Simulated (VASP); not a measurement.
Given:

```xyz
8
Lattice="-2.6386 2.6386 5.2781 2.6386 -2.6386 5.2781 2.6386 2.6386 -5.2781" Properties=species:S:1:pos:R:3 pbc="T T T"
Zn     0.0000     2.6386     2.6390
Cu     0.0000     0.0000     0.0000
Cu     2.6386     0.0000     2.6390
Sn     0.0000     0.0000     5.2781
S      1.2784     1.2419     1.3616
S      1.2419     3.9988    -1.3616
S      1.3602     1.3967     6.6397
S      1.3967    -1.3602     3.9165
```

Method: PBE GGA, VASP's PBE PAW potentials (set 64) (plane waves; VASP 6.6.1). Run with 300 eV cut-off, 5×5×5 Γ-centred mesh, Fermi-Dirac smearing of 0.050 eV, potentials Zn Cu Sn_d S.

At this cut-off the stress carries a Pulay error, which pulls relaxed volumes low.

Problem. Give the force on each atom (eV/Å).

Solution. 
```tsv
atom	Fx	Fy	Fz
Zn1	0.000	0.000	0.000
Cu2	0.000	0.000	0.000
Cu3	0.000	0.000	0.000
Sn4	0.000	0.000	0.000
S5	-0.177	-0.236	0.186
S6	-0.236	0.177	-0.186
S7	0.177	0.236	0.186
S8	0.236	-0.177	-0.186
```

Problem. Give the stress tensor in GPa (positive for a compressed cell).

Solution. 
```
8.97  0.00  0.00
0.00  8.97  0.00
0.00  0.00  8.96
```
The pressure is its mean diagonal, 8.96 GPa.

The structure comes from a computed database's ZnCu2SnS4 entry, a phase known from measurement. The cell was not relaxed at this level.
